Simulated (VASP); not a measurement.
Ga2SnO:

```
Ga Sn O
1.0
    -2.68871    2.68871    2.84340
     2.68871   -2.68871    2.84340
     2.68871    2.68871   -2.84340
Ga Sn O
2 1 1
Direct
  0.50000 0.00000 0.50000
  0.00000 0.50000 0.50000
  0.00000 0.00000 0.00000
  0.50000 0.50000 0.00000
```

The cell was built by a generator and needn't be a form met in nature.

| Item | Value |
| --- | --- |
| Program | VASP 6.6.1 |
| Task | relaxation of cell and atoms |
| Functional | PBE |
| Potentials or basis | VASP PAW PBE potentials, release 64 (Ga_d, Sn_d, O) |
| Cutoff | 520 eV |
| k mesh | 4 × 4 × 4 |
| Occupations | gaussian, width 0.15 eV |
| Spin | no spin polarisation |

At the start: pressure -6.0 GPa; volume 20.56 Å³/atom.

**Question.** How do energy, volume and symmetry change on relaxing?

**Answer.** Over 10 steps the energy falls by 162.8 meV/atom and the volume is 18.04 Å³/atom (-12.2 %); space group I4/mmm (No. 139, to 0.05 Å).

The path:
```
step  energy change (eV)  largest force (eV/Å)  pressure (GPa)  volume (Å³)
   1              0.0000                0.0000           -6.02        82.22
   2             -0.5215                0.0000           -1.59        73.22
   3             -0.5991                0.0000            1.95        69.78
   4             -0.6001                0.0000            2.76        69.32
   5             -0.6461                0.0000            1.14        71.02
   6             -0.6462                0.0000            1.33        70.94
   7             -0.6502                0.0000           -0.49        72.51
   8             -0.6511                0.0000            0.96        72.04
   9             -0.6508                0.0000           -0.71        72.31
  10             -0.6510                0.0000            0.02        72.17
```

Final structure:
```
Ga Sn O
1.0
    -2.70713    2.70713    2.46211
     2.70713   -2.70713    2.46211
     2.70713    2.70713   -2.46211
Ga Sn O
2 1 1
Direct
  0.50000 0.00000 0.50000
  0.00000 0.50000 0.50000
  0.00000 0.00000 0.00000
  0.50000 0.50000 0.00000
```

Caveat: the k mesh is coarse (spacing up to 0.41 Å⁻¹), so the values aren't converged.
